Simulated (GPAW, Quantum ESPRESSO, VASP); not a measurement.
# Code comparison for Os (P6_3/mmc, 2 atoms in the cell)

Self-consistent single point.

```yaml
crystal:
  lattice:
    - [1.36500, -2.36425, 0.00000]
    - [1.36500, 2.36425, 0.00000]
    - [0.00000, 0.00000, 4.32000]
  atoms:
    - { symbol: Os, position: [0.33333, 0.66667, 0.25000] }
    - { symbol: Os, position: [0.66667, 0.33333, 0.75000] }
```

Shared settings, as Quantum ESPRESSO writes them: occupations = smearing; smearing = gaussian; degauss = 0.0099958 Ry; K_POINTS = automatic 5 5 3 0 0 0. Potentials and cutoffs stand in the table.

```json
[
 {"code": "GPAW", "model": "PBE, GPAW PAW datasets PBE (gpaw-data 1.0.1)", "pressure (GPa)": "8.47", "cutoff": "550 eV"},
 {"code": "Quantum ESPRESSO", "model": "PBE, SSSP 1.1.2 efficiency (PBE) pseudopotentials", "pressure (GPa)": "10.58", "cutoff": "40 Ry"},
 {"code": "VASP", "model": "PBE, VASP's PBE PAW potentials (set 64)", "pressure (GPa)": "9.14", "cutoff": "300 eV"}
]
```

On GPAW's run: spin-orbit coupling is off. Spin polarisation is off.

The spread over the programs that give each value: pressure within 2.11 GPa.

In the pressure, Quantum ESPRESSO (by 1.44) lies more than 1 GPa from the median of the plane-wave programs.

On the base mesh (11 11 6 0 0 0) the same programs gave: Quantum ESPRESSO pressure 9.76 GPa; GPAW pressure 7.64 GPa; VASP pressure 8.38 GPa.

The values differ from the base mesh's, so the mesh still matters here: the table compares the programs at equal settings.

VASP's run is marked for a possible Pulay error in its stress at this cutoff; no cutoff test was made.

The starting cell has typed, rounded lattice constants, without a prior relaxation at this level.

Left out of this page: Ansatz, ABINIT, Elk, FLEUR and SIESTA (not drawn, or without a comparable value); CP2K (on another mesh).
